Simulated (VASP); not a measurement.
Calculation: optB88-vdW, VASP's PBE PAW potentials (set 64) (plane waves; VASP).

A VASP calculation is set up with these files.

**INCAR**
```
! general
SYSTEM  =KBr
PREC    =Accurate
ENCUT   =520
LREAL   =.FALSE.
LASPH   =.TRUE.

! electronic loop
EDIFF   =1E-7
NELM    =100
ALGO    =Normal
LMAXMIX =4

! smearing
ISMEAR  =-5

! functional
GGA     =BO
LUSE_VDW=.TRUE.
AGGAC   =0.0
PARAM1  =0.1833333333
PARAM2  =0.22

! ions
ISIF    =2

! output
LWAVE   =.FALSE.
LCHARG  =.TRUE.
LORBIT  =11
NEDOS   =601
```

POSCAR:
```
KBr
1.0
  0.0000000000   3.2858238524   3.2858238524
  3.2858238524   0.0000000000   3.2858238524
  3.2858238524   3.2858238524   0.0000000000
K Br
1 1
Cartesian
  0.0000000000   0.0000000000   0.0000000000
  3.2858238524   3.2858238524   3.2858238524
```

### KPOINTS
```
Automatic mesh
0
Gamma
8 8 8
0 0 0
```

POTCAR, in this order: K_sv Br (PBE.64 set). Program: vasp_std.

**Question.** What will the output report for the number of irreducible k-points (NKPTS), largest plane-wave count, number of space-group operations, FFT grid (NGX, NGY, NGZ)?

**Answer.** 
| Quantity | Value |
|---|---|
| number of irreducible k-points (NKPTS) | 29 |
| largest plane-wave count | 1926 |
| number of space-group operations | 48 |
| FFT grid (NGX, NGY, NGZ) | 36 × 36 × 36 |

The compound is KBr in the rock salt structure. It was relaxed first.
